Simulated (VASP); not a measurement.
Level of theory: r2SCAN meta-GGA, VASP's PBE PAW potentials (set 64) (plane waves; VASP 6.6.1).

A VASP calculation is set up with these files.

File POSCAR:
```
TiC
1
    0.0000000000     2.1656698741     2.1656698741
    2.1656698741     0.0000000000     2.1656698741
    2.1656698741     2.1656698741    -0.0000000000
Ti C
1 1
Direct
  0.0000000000   0.0000000000   0.0000000000
  0.5000000000   0.5000000000   0.5000000000
```

**INCAR**
```
! general
SYSTEM   =  TiC
PREC     =  Accurate
ENCUT    =  520
LREAL    =  .FALSE.
LASPH    =  .TRUE.

! electronic loop
EDIFF    =  1E-6
NELM     =  100
ALGO     =  Normal
LMAXMIX  =  4
LMIXTAU  =  .TRUE.

! smearing
ISMEAR   =  1
SIGMA    =  0.1

! functional
METAGGA  =  R2SCAN

! ions
IBRION   =  2
NSW      =  60
ISIF     =  3
EDIFFG   =  -0.01

! output
LWAVE    =  .FALSE.
LCHARG   =  .FALSE.
```

**KPOINTS**
```
Automatic
0
gamma
13 13 13
```

POTCAR, in this order: Ti_sv C (PBE.64 set). Program: vasp_std.

Output of the run:

OSZICAR:
```
       N       E                     dE             d eps       ncg     rms          rms(c)
DAV:   1     0.113614961695E+03    0.11361E+03   -0.86107E+03  2016   0.164E+03
DAV:   2    -0.233461991729E+02   -0.13696E+03   -0.13082E+03  2096   0.398E+02
DAV:   3    -0.334334651647E+02   -0.10087E+02   -0.96435E+01  2720   0.102E+02
DAV:   4    -0.339194877600E+02   -0.48602E+00   -0.48487E+00  2588   0.209E+01
DAV:   5    -0.339370877393E+02   -0.17600E-01   -0.17598E-01  2780   0.352E+00    0.193E+01
DAV:   6    -0.245872766294E+02    0.93498E+01   -0.27655E+01  2580   0.849E+01    0.532E+00
DAV:   7    -0.248249767445E+02   -0.23770E+00   -0.39383E+00  2344   0.279E+01    0.447E+00
DAV:   8    -0.248382551660E+02   -0.13278E-01   -0.37701E-01  2316   0.746E+00    0.220E+00
DAV:   9    -0.249057958464E+02   -0.67541E-01   -0.12781E-01  2256   0.573E+00    0.142E+00
DAV:  10    -0.248720111271E+02    0.33785E-01   -0.11266E-01  2572   0.529E+00    0.421E-01
DAV:  11    -0.248660905462E+02    0.59206E-02   -0.71968E-03  2484   0.950E-01    0.115E-01
DAV:  12    -0.248688495759E+02   -0.27590E-02   -0.66351E-03  2064   0.959E-01    0.524E-02
DAV:  13    -0.248695655893E+02   -0.71601E-03   -0.94185E-04  2068   0.335E-01    0.481E-02
DAV:  14    -0.248695182589E+02    0.47330E-04   -0.16468E-04  2876   0.164E-01    0.122E-02
DAV:  15    -0.248695501457E+02   -0.31887E-04   -0.21326E-05  2384   0.457E-02    0.720E-03
DAV:  16    -0.248695414136E+02    0.87321E-05   -0.28918E-06  2060   0.190E-02    0.747E-03
DAV:  17    -0.248695431064E+02   -0.16928E-05   -0.19842E-06  1956   0.233E-02    0.186E-03
DAV:  18    -0.248695417306E+02    0.13758E-05   -0.40994E-07  1040   0.747E-03    0.747E-04
DAV:  19    -0.248695421341E+02   -0.40349E-06   -0.71561E-08  1020   0.310E-03
   1 F= -.24869542E+02 E0= -.24869448E+02  d E =-.248695E+02
       N       E                     dE             d eps       ncg     rms          rms(c)
DAV:   1    -0.248707657970E+02   -0.12241E-02   -0.29611E-02  2036   0.295E+00    0.350E-01
DAV:   2    -0.248696413355E+02    0.11245E-02   -0.55518E-03  2208   0.124E+00    0.942E-02
DAV:   3    -0.248694969547E+02    0.14438E-03   -0.63466E-04  2344   0.283E-01    0.349E-02
DAV:   4    -0.248695009405E+02   -0.39858E-05   -0.19017E-04  2084   0.162E-01    0.184E-02
DAV:   5    -0.248695004428E+02    0.49773E-06   -0.64790E-05  2520   0.772E-02    0.974E-03
DAV:   6    -0.248695137885E+02   -0.13346E-04   -0.10741E-05  2728   0.322E-02    0.725E-03
DAV:   7    -0.248695141949E+02   -0.40643E-06   -0.38969E-07  1060   0.900E-03
   2 F= -.24869514E+02 E0= -.24869418E+02  d E =0.279392E-04
       N       E                     dE             d eps       ncg     rms          rms(c)
DAV:   1    -0.248701180935E+02   -0.60430E-03   -0.12711E-02  2036   0.192E+00    0.233E-01
DAV:   2    -0.248696099066E+02    0.50819E-03   -0.23936E-03  2200   0.820E-01    0.631E-02
DAV:   3    -0.248695448763E+02    0.65030E-04   -0.27473E-04  2304   0.186E-01    0.243E-02
DAV:   4    -0.248695419488E+02    0.29276E-05   -0.81717E-05  2072   0.110E-01    0.115E-02
DAV:   5    -0.248695567746E+02   -0.14826E-04   -0.26261E-05  2524   0.497E-02    0.630E-03
DAV:   6    -0.248695604510E+02   -0.36764E-05   -0.40842E-06  2396   0.201E-02    0.474E-03
DAV:   7    -0.248695587438E+02    0.17072E-05   -0.22563E-07  1012   0.680E-03    0.665E-03
DAV:   8    -0.248695607314E+02   -0.19876E-05   -0.70525E-07  1008   0.123E-02    0.266E-03
DAV:   9    -0.248695616436E+02   -0.91218E-06   -0.39821E-07  1008   0.881E-03
   3 F= -.24869562E+02 E0= -.24869467E+02  d E =-.195095E-04
```

OUTCAR:
```
------------------------ aborting loop because EDIFF is reached ----------------------------------------
  FORCE on cell =-STRESS in cart. coord.  units (eV):
  Direction    XX          YY          ZZ          XY          YZ          ZX
  --------------------------------------------------------------------------------------
  Total        0.0046659      0.0046659      0.0046659      0.0000000     -0.0000000      0.0000000
  in kB        0.3676331      0.3676331      0.3676331      0.0000000     -0.0000000      0.0000000
  external PRESSURE =       0.3676331 kB  Pullay stress =       0.0000000 kB
  volume of cell :       20.33
      direct lattice vectors                 reciprocal lattice vectors
     0.000000000  2.166368126  2.166368126    -0.230801032  0.230801032  0.230801032
     2.166368126 -0.000000000  2.166368126     0.230801032 -0.230801032  0.230801032
     2.166368126  2.166368126  0.000000000     0.230801032  0.230801032 -0.230801032
 POSITION                                       TOTAL-FORCE (eV/Angst)
 -----------------------------------------------------------------------------------
      0.00000     -0.00000      0.00000        -0.000000      0.000000     -0.000000
      2.16637      2.16637      2.16637         0.000000     -0.000000      0.000000
 -----------------------------------------------------------------------------------
    total drift:                                0.000000     -0.000000     -0.000000
  FREE ENERGIE OF THE ION-ELECTRON SYSTEM (eV)
  ---------------------------------------------------
  free  energy   TOTEN  =       -24.8695616436 eV

  energy  without entropy=      -24.8692764996  energy(sigma->0) =      -24.86946660

 reached required accuracy - stopping structural energy minimisation
```
(Selected blocks of OUTCAR.)

File CONTCAR:
```
TiC
   1.00000000000000
     0.0000000000000000    2.1663681264404131    2.1663681264404131
     2.1663681264404131   -0.0000000000000000    2.1663681264404131
     2.1663681264404131    2.1663681264404131    0.0000000000000000
  Ti              C
     1     1
Direct
     0.0000000000000000    0.0000000000000000    0.0000000000000000
     0.5000000000000000    0.5000000000000000    0.5000000000000000
```

OUTCAR:
```
 val. band max:        9.3309467188   @ k =   0.1538   0.1538   0.0000

 cond. band min:       9.5428760680   @ k =   0.3846   0.3077   0.0000


 Fermi energy:         9.5373220021

 k-point     1 :       0.0000    0.0000    0.0000
  band No.  band energies     occupation
      1     -49.5032      2.00000
      2     -24.4817      2.00000
      3     -24.4817      2.00000
      4     -24.4817      2.00000
      5      -3.7225      2.00000
      6      10.3420     -0.00000
      7      10.3420     -0.00000
      8      10.3420     -0.00000
      9      11.1441     -0.00000
     10      11.1441     -0.00000
     11      11.1441     -0.00000
     12      11.1928     -0.00000

 k-point     2 :       0.0769    0.0000    0.0000
  band No.  band energies     occupation
      1     -49.4989      2.00000
      2     -24.5121      2.00000
      3     -24.4844      2.00000
      4     -24.4844      2.00000
      5      -3.5856      2.00000
      6       9.6070      0.08250
      7       9.7995     -0.00132
      8       9.7995     -0.00132
      9      10.5931     -0.00000
     10      10.5931     -0.00000
     11      11.5589      0.00000
     12      12.4897      0.00000

 k-point     3 :       0.1538    0.0000    0.0000
  band No.  band energies     occupation
      1     -49.4871      2.00000
      2     -24.5957      2.00000
      3     -24.4919      2.00000
      4     -24.4919      2.00000
      5      -3.1879      2.00000
      6       8.3472      2.00000
      7       8.7313      2.00000
      8       8.7313      2.00000
      9      10.8568     -0.00000
     10      10.8568     -0.00000
     11      12.0063      0.00000
     12      13.8763      0.00000

 k-point     4 :       0.2308    0.0000    0.0000
  band No.  band energies     occupation
      1     -49.4704      2.00000
      2     -24.7118      2.00000
      3     -24.5025      2.00000
      4     -24.5025      2.00000
      5      -2.5677      2.00000
      6       6.9518      2.00000
...
```

The structure was generated: TiC was put into the rock salt type (Fm-3m), which need not be its known phase. This run relaxes it. Symmetry was kept, so distortions that lower it aren't found. The start is the result of an earlier pass.
